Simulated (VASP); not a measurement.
Consider the following.

```
CELL_PARAMETERS angstrom
      0.00000     2.28399     2.28399
      2.28399     0.00000     2.28399
      2.28399     2.28399     0.00000
ATOMIC_POSITIONS crystal
  Nb 0.00000 0.00000 0.00000
  C  0.50000 0.50000 0.50000
```

The numbers are results of vdW-DF2, VASP's PBE PAW potentials (set 64) (plane waves; VASP), not measurements. Settings: 520 eV cut-off, 12×12×12 Γ-centred mesh, first-order Methfessel-Paxton smearing of 0.10 eV, potentials Nb_sv C.

**Question.** Predict the energy per atom (σ→0), band gap (on the k-mesh) with the smallest direct gap where there is one.

**Answer.** 
* **band gap (on the k-mesh)**: none (metal, semimetal or under 0.01 eV)
* **energy per atom (σ→0)**: -7.405 eV/atom

The absolute energy has meaning only against runs of the same code, potentials and settings.

The compound is NbC in the rock salt structure. It was relaxed first, which changed the volume by +7 %. The start is the result of an earlier pass. The electron count is odd and the run is not spin-polarised, which forces a metal.
